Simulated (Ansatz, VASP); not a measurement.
## Two plane-wave programs on LiAlO

Contents of INCAR:

```
SYSTEM = LiAlO
PREC = Accurate
ENCUT = 520
EDIFF = 1E-6
ISMEAR = 0
SIGMA = 0.1
LREAL = .FALSE.
LASPH = .TRUE.
NELM = 60
ALGO = Normal
ISIF = 2
LWAVE = .FALSE.
LCHARG = .FALSE.
GGA = PE
NBANDS = 21
```

KPOINTS

```
Automatic mesh
0
G
  4 4 4
  0 0 0
```

POSCAR

```
LiAlO
1.0
    3.8706203200      0.0000000000      0.0000000000
    0.0000000000      3.8706203200      0.0000000000
    0.0000000000      0.0000000000      4.6209684800
Li Al O
2 2 2
Direct
    0.0000000000      0.0000000000      0.0000000000
    0.5000000000      0.5000000000      0.0000000000
    0.5000000000      0.0000000000      0.7353112500
    0.0000000000      0.5000000000      0.2646887500
    0.5000000000      0.0000000000      0.3594277600
    0.0000000000      0.5000000000      0.6405722400
```

Input for Ansatz:

```yaml
crystal:
  lattice:
    - [3.87062032, 0.0, 0.0]
    - [0.0, 3.87062032, 0.0]
    - [0.0, 0.0, 4.62096848]
  atoms:
    - { symbol: Li, position: [0.0, 0.0, 0.0] }
    - { symbol: Li, position: [0.5, 0.5, 0.0] }
    - { symbol: Al, position: [0.5, 0.0, 0.73531125] }
    - { symbol: Al, position: [0.0, 0.5, 0.26468875] }
    - { symbol: O, position: [0.5, 0.0, 0.35942776] }
    - { symbol: O, position: [0.0, 0.5, 0.64057224] }
basis:
  ecutwfc: 420
kpoints:
  mp_grid: { grid: [4, 4, 4] }
hamiltonian:
  xc: pbe
scf:
  occupations: { method: gaussian, width: 0.1 }
  lower_state_search: "off"
output:
  forces: true
  stress: true
  eigenvalues: true
```

Alike in both runs: task single point; functional PBE; k mesh 4 × 4 × 4; occupations gaussian, width 0.1 eV; no spin polarisation.

|  | VASP | Ansatz |
| --- | --- | --- |
| version | VASP 6.6.1 | Ansatz 0.2.0 |
| potentials or method | VASP PAW PBE potentials, release 64 (Li_sv, Al, O) | scalar-relativistic, plane waves, PAW |
| plane-wave cutoff (eV) | 520 | 420 |
| valence electrons in the cell | 24 | 24 |

|  | VASP | Ansatz | Ansatz less VASP |
| --- | --- | --- | --- |
| gap on the k mesh at the Fermi level (eV) | 0.64 | 0.64 | -0.004 |
| least direct gap on the mesh (eV) | 0.64 | 0.64 | -0.004 |
| rms of the force components (eV/Å) | 1.352 | 1.357 | +0.0053 |

Atom by atom the forces differ by 0.024 eV/Å (rms over components). With one functional, cell and mesh, what is left measures potentials, basis and numerics.

Caveats: forces of over 1 eV/Å show positions far from the minimum, so gaps and moduli don't describe the material at rest. A k mesh can miss the band edges.
